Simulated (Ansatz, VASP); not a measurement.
**ScAlB4: VASP beside Ansatz**

One calculation is typed for both programs; each brings its own data sets. How far apart do they land? The cell is generated by rule, not measured, and may not be a known phase. The cell is taken from a series of runs on this material, whose earlier steps may have relaxed, scaled, displaced or heated it; both programs get it as it stands.

Calculated with Ansatz 0.2.0; plane waves, with VASP 6.6.1 beside it; relaxation of cell and atoms at LDA.

The structure was built from a prototype and need not be the compound's stable phase.

**1. Starting point**

The structure is cubic, space group F-43m (No. 216). Conventional cell: a = 5.996 Å, b = 5.996 Å, c = 5.996 Å, α = 90.00°, β = 90.00°, γ = 90.00°. Sc has 12 B at 2.53 Å and 4 Al at 2.60 Å nearest. Nearest to Al lie 12 B at 2.46 Å and 4 Sc at 2.60 Å. Nearest to B lie 6 B at 1.80 to 2.44 Å and 3 Al at 2.46 Å and 3 Sc at 2.53 Å. Farther neighbours are not listed.

**2. VASP: relaxation of cell and atoms, LDA**

The relaxed volume is the usual yardstick between codes: in a stiff, nearly cubic crystal its relative difference is about their pressure difference at one cell divided by the bulk modulus.

Lines of VASP's logs that name or quote its potential files are left out, and so is its time.

INCAR reads:

```
SYSTEM = ScAlB4
PREC = Accurate
ENCUT = 500
EDIFF = 1E-07
NELM = 120
ISMEAR = 0
SIGMA = 0.1
LREAL = .FALSE.
ALGO = Normal
GGA = CA
NBANDS = 19
LASPH = .TRUE.
LORBIT = 11
LWAVE = .FALSE.
LCHARG = .FALSE.
ISIF = 3
IBRION = 2
NSW = 80
EDIFFG = -0.005
GGA_COMPAT = .FALSE.
NELMIN = 4
KPAR = 2
```

POSCAR reads:

```
ScAlB4
1.0
    0.0000000000      2.9982310000      2.9982310000
    2.9982310000      0.0000000000      2.9982310000
    2.9982310000      2.9982310000      0.0000000000
Sc Al B
1 1 4
Direct
    0.2500000834      0.2500000834      0.2500000834
    0.0000000000      0.0000000000      0.0000000000
    0.6440275949      0.6440275949      0.6440275949
    0.0679175487      0.6440275949      0.6440275949
    0.6440275949      0.0679175487      0.6440275949
    0.6440275949      0.6440275949      0.0679175487
```

KPOINTS reads:

```
Automatic mesh
0
Gamma
10 10 10
0 0 0
```

Potentials, in the order of the species: Sc_sv, Al and B (LDA family, release 64).

Launch:

```console
$ mpirun -np 2 vasp_std
```

Numbers of over 12 decimals in the logs are rounded to 6 here.

The program printed:

```text
[banner, memory and clock lines left out]
running    2 mpi-ranks, on    1 nodes
 distrk:  each k-point on    1 cores,    2 groups
 distr:  one band on    1 cores,    1 groups

 POSCAR found type information on POSCAR ScAlB
 POSCAR found :  3 types and       6 ions
 LDA part: xc-table for (Slater(with rela. corr.)+CA(PZ))
 , standard interpolation
 POSCAR, INCAR and KPOINTS ok, starting setup
 FFT: planning ... GRIDC
 FFT: planning ... GRID_SOFT
 FFT: planning ... GRID
 WAVECAR not read
 entering main loop
       N       E                     dE             d eps       ncg     rms          rms(c)
DAV:   1     0.202001294418E+03    0.20200E+03   -0.12277E+04  1882   0.132E+03
DAV:   2    -0.240459457022E+02   -0.22605E+03   -0.22154E+03  1917   0.410E+02
DAV:   3    -0.413917363802E+02   -0.17346E+02   -0.16573E+02  3007   0.102E+02
DAV:   4    -0.418295324740E+02   -0.43780E+00   -0.43596E+00  2932   0.171E+01
DAV:   5    -0.418323021183E+02   -0.27696E-02   -0.27663E-02  2726   0.107E+00    0.143E+01
DAV:   6    -0.385570604680E+02    0.32752E+01   -0.14346E+01  3044   0.358E+01    0.586E+00
DAV:   7    -0.385079460988E+02    0.49114E-01   -0.93846E-01  2900   0.944E+00    0.433E+00
DAV:   8    -0.384780351402E+02    0.29911E-01   -0.50507E-02  2900   0.182E+00    0.120E+00
DAV:   9    -0.384753169779E+02    0.27182E-02   -0.90512E-03  2676   0.833E-01    0.150E-01
DAV:  10    -0.384751686358E+02    0.14834E-03   -0.13240E-03  2980   0.432E-01    0.375E-02
DAV:  11    -0.384751644030E+02    0.42328E-05   -0.17533E-04  2985   0.159E-01    0.143E-02
DAV:  12    -0.384751599021E+02    0.45009E-05   -0.41067E-05  3044   0.675E-02    0.400E-03
DAV:  13    -0.384751596165E+02    0.28555E-06   -0.18495E-06  3048   0.136E-02    0.120E-03
DAV:  14    -0.384751596149E+02    0.16250E-08   -0.44983E-08  1316   0.229E-03
   1 F= -.38475160E+02 E0= -.38470695E+02  d E =-.384752E+02
[...]
2 F= -.38475583E+02 E0= -.38471003E+02  d E =-.423298E-03
[...]
3 F= -.38475642E+02 E0= -.38471091E+02  d E =-.482020E-03
 curvature:  -0.37 expect dE=-0.103E-03 dE for cont linesearch -0.684E-10
 trial: gam= 0.21042 g(F)=  0.372E-04 g(S)=  0.240E-03 ort = 0.491E-06 (trialstep = 0.948E+00)
 search vector abs. value=  0.335E-03
 bond charge predicted
       N       E                     dE             d eps       ncg     rms          rms(c)
DAV:   1    -0.384761838930E+02   -0.54224E-03   -0.21478E-02  2349   0.173E+00    0.197E-01
DAV:   2    -0.384758692453E+02    0.31465E-03   -0.16749E-03  2547   0.564E-01    0.443E-02
DAV:   3    -0.384758200842E+02    0.49161E-04   -0.13381E-04  2449   0.749E-02    0.211E-02
DAV:   4    -0.384758119425E+02    0.81417E-05   -0.29228E-05  2765   0.686E-02    0.104E-02
DAV:   5    -0.384758114074E+02    0.53517E-06   -0.30773E-06  2116   0.129E-02    0.245E-03
DAV:   6    -0.384758113352E+02    0.72159E-07   -0.29205E-07  1746   0.423E-03
   4 F= -.38475811E+02 E0= -.38471241E+02  d E =-.169701E-03
 trial-energy change:   -0.000170  1 .order   -0.000171   -0.000262   -0.000079
 step:   1.3684(harm=  1.3526)  dis= 0.00115  next Energy=   -38.475829 (dE=-0.187E-03)
 reached required accuracy - stopping structural energy minimisation
```

Parts of OUTCAR (step 2):

```text
ion  position               nearest neighbor table
   1  0.250  0.250  0.250-   4 2.53   5 2.53   6 2.53   3 2.53   3 2.53   3 2.53   4 2.53   4 2.53
                             6 2.53   5 2.53   5 2.53   6 2.53   2 2.60   2 2.60   2 2.60   2 2.60
   2  0.000  0.000  0.000-   4 2.46   5 2.46   6 2.46   3 2.46   3 2.46   3 2.46   6 2.46   4 2.46
                             5 2.46   5 2.46   4 2.46   6 2.46   1 2.60   1 2.60   1 2.60   1 2.60
   3  0.644  0.644  0.644-   4 1.80   5 1.80   6 1.80   2 2.46   2 2.46   2 2.46   1 2.53   1 2.53
                             1 2.53
   4  0.068  0.644  0.644-   3 1.80   5 1.80   6 1.80   2 2.46   2 2.46   2 2.46   1 2.53   1 2.53
                             1 2.53
   5  0.644  0.068  0.644-   3 1.80   4 1.80   6 1.80   2 2.46   2 2.46   2 2.46   1 2.53   1 2.53
                             1 2.53
   6  0.644  0.644  0.068-   3 1.80   4 1.80   5 1.80   2 2.46   2 2.46   2 2.46   1 2.53   1 2.53
                             1 2.53

  LATTYP: Found a face centered cubic cell.
 ALAT       =     5.9964620000

 Subroutine GETGRP returns: Found 24 space group operations
 (whereof 24 operations were pure point group operations)

The static configuration has the point symmetry T_d .

 Found     47 irreducible k-points:

   k-points           NKPTS =     47   k-points in BZ     NKDIM =     47   number of bands    NBANDS=     19

   dimension x,y,z NGX =    32 NGY =   32 NGZ =   32
   dimension x,y,z NGXF=    64 NGYF=   64 NGZF=   64

   ENCUT  =  500.0 eV  36.75 Ry    6.06 a.u.   7.73  7.73  7.73*2*pi/ulx,y,z

   NELECT =      26.0000    total number of electrons

 k-points in reciprocal lattice and weights: Automatic mesh
   0.00000000  0.00000000  0.00000000       0.001
   0.10000000  0.00000000  0.00000000       0.008
   0.20000000  0.00000000  0.00000000       0.008
   0.30000000  0.00000000  0.00000000       0.008
   0.40000000  0.00000000  0.00000000       0.008
   0.50000000  0.00000000  0.00000000       0.004
   0.10000000  0.10000000  0.00000000       0.006
   0.20000000  0.10000000  0.00000000       0.024
   0.30000000  0.10000000  0.00000000       0.024
[...]
-0.30000000  0.40000000  0.20000000       0.024
  -0.30000000  0.50000000  0.20000000       0.012

 average (electrostatic) potential at core
       1 -40.8302       2 -70.8314       3 -29.9433       4 -29.9433       5 -29.9433
       6 -29.9433

 E-fermi :   8.1545

 k-point     1 :       0.0000    0.0000    0.0000
  band No.  band energies     occupation
    ...
     10       5.2081      2.00000
     11       5.2081      2.00000
     12       5.3125      2.00000
     13       5.3125      2.00000
     14       5.3125      2.00000
     15       8.3562      0.00434
     16      12.7859      0.00000
     17      12.7859      0.00000
     18      12.7859      0.00000
     19      14.8081      0.00000

 k-point     2 :       0.1000    0.0000    0.0000
  band No.  band energies     occupation
    ...
     10       4.9789      2.00000
     11       4.9789      2.00000
     12       5.7731      2.00000
     13       5.8143      2.00000
     14       5.8143      2.00000
     15       8.8150      0.00000
     16      12.1930      0.00000
     17      12.6220      0.00000
     18      12.6220      0.00000
     19      14.5336      0.00000

 k-point     3 :       0.2000    0.0000    0.0000
  band No.  band energies     occupation
    ...
     10       4.9851      2.00000
     11       4.9851      2.00000
     12       6.5258      2.00000
     13       6.5258      2.00000
     14       6.6284      2.00000
     15      10.0267      0.00000
     16      11.2302      0.00000
     17      12.1665      0.00000
     18      12.1665      0.00000
     19      14.2847      0.00000

  Total       -0.0282872     -0.0282872     -0.0282872      0.0000000     -0.0000000     -0.0000000
  in kB       -0.8410580     -0.8410580     -0.8410580      0.0000000     -0.0000000     -0.0000000
  external PRESSURE =      -0.8410580 kB  Pullay stress =       0.0000000 kB

  energy-cutoff  :      500.00
  volume of cell :       53.89
      direct lattice vectors                 reciprocal lattice vectors
    -0.000000000  2.997885959  2.997885959    -0.166784196  0.166784196  0.166784196
     2.997885959  0.000000000  2.997885959     0.166784196 -0.166784196  0.166784196
     2.997885959  2.997885959  0.000000000     0.166784196  0.166784196 -0.166784196

 POSITION                                       TOTAL-FORCE (eV/Angst)
 -----------------------------------------------------------------------------------
      1.49894      1.49894      1.49894         0.000000     -0.000000     -0.000000
      0.00000      0.00000      0.00000         0.000000     -0.000000     -0.000000
      3.85907      3.85907      3.85907        -0.002700     -0.002700     -0.002700
      3.85907      2.13670      2.13670        -0.002700      0.002700      0.002700
      2.13670      3.85907      2.13670         0.002700     -0.002700      0.002700
      2.13670      2.13670      3.85907         0.002700      0.002700     -0.002700
 -----------------------------------------------------------------------------------
    total drift:                               -0.000652     -0.000652     -0.000652

  FREE ENERGIE OF THE ION-ELECTRON SYSTEM (eV)
  ---------------------------------------------------
  free  energy   TOTEN  =       -38.4758113352 eV

  energy  without entropy=      -38.4666709217  energy(sigma->0) =      -38.47124113

 reached required accuracy - stopping structural energy minimisation

 total charge
# of ion       s       p       d       tot
------------------------------------------
    1        2.228   6.288   1.553  10.068
    2        0.379   0.382   0.000   0.762
    3        0.657   1.166   0.000   1.823
    4        0.657   1.166   0.000   1.823
    5        0.657   1.166   0.000   1.823
    6        0.657   1.166   0.000   1.823
--------------------------------------------------
tot          5.235  11.334   1.553  18.121

[... 3 further parts left out ...]
```

CONTCAR:

```
ScAlB4
   1.00000000000000
    -0.0000000000000000    2.9978859592618310    2.9978859592618310
     2.9978859592618310    0.0000000000000000    2.9978859592618310
     2.9978859592618310    2.9978859592618310    0.0000000000000000
  Sc              Al              B
     1     1     4
Direct
     0.2500000834000033    0.2500000834000033    0.2500000834000033
     0.0000000000000000    0.0000000000000000    0.0000000000000000
     0.6436316640583361    0.6436316640583361    0.6436316640583361
     0.0691053412250017    0.6436316640583361    0.6436316640583361
     0.6436316640583361    0.0691053412250017    0.6436316640583361
     0.6436316640583361    0.6436316640583361    0.0691053412250017
```

[end of part 1 of 2]

[Lines on the potential files, build, host, timing and source positions are cut from VASP's logs without a mark.]

[Logs are printed without paths, hosts, clocks, repeated set-up lines and the standing remarks that a program may print on its own settings, such as how far it seeks lower states.]

[Hosts, paths, dates, database ids (printed as entryN), source tags and the programs' standing remarks are cut or masked in the printed files.]
